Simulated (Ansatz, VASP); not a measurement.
# One calculation of Be2ZnTe5, two programs

```
Be Zn Te
1.0
    -3.93152    3.93152    3.28633
     3.93152   -3.93152    3.28633
     3.93152    3.93152   -3.28633
Be Zn Te
2 1 5
Direct
  0.75000 0.25000 0.50000
  0.25000 0.75000 0.50000
  0.50000 0.50000 0.00000
  0.34765 0.82483 0.17249
  0.65235 0.17517 0.82751
  0.82483 0.65235 0.47718
  0.17517 0.34765 0.52282
  0.00000 0.00000 0.00000
```

Alike in both runs: functional PBE; k mesh 3 × 3 × 3; occupations gaussian, width 0.2 eV; no spin polarisation.

Ansatz relaxed the structure, and its values are those at the end. VASP's run is a single point on that final structure, the one shown.

|  | VASP | Ansatz |
| --- | --- | --- |
| version | VASP 6.6.1 | Ansatz 0.2.0 |
| potentials or method | VASP PAW PBE potentials, release 64 (Be, Zn, Te) | scalar-relativistic, plane waves, PAW |
| plane-wave cutoff (eV) | 520 | 420 |
| valence electrons in the cell | 46 | 96 |

|  | VASP | Ansatz | Ansatz less VASP |
| --- | --- | --- | --- |
| gap on the k mesh at the Fermi level (eV) | 0.73 | 0.73 | 0.000 |
| least direct gap on the mesh (eV) | 0.86 | 0.87 | +0.003 |
| pressure (GPa) | 0.2 | 0.1 | -0.06 |
| rms of the force components (eV/Å) | 0.008 | 0.013 | +0.0045 |

The two sets of potentials don't hold the same shells in valence.

Caveats: spin-orbit coupling is left out, which moves the levels of the heavy elements; an odd mesh through Γ misses points on the zone boundary, where band edges often lie. Expect the measured gap to be larger: semilocal functionals such as PBE lack the derivative discontinuity.
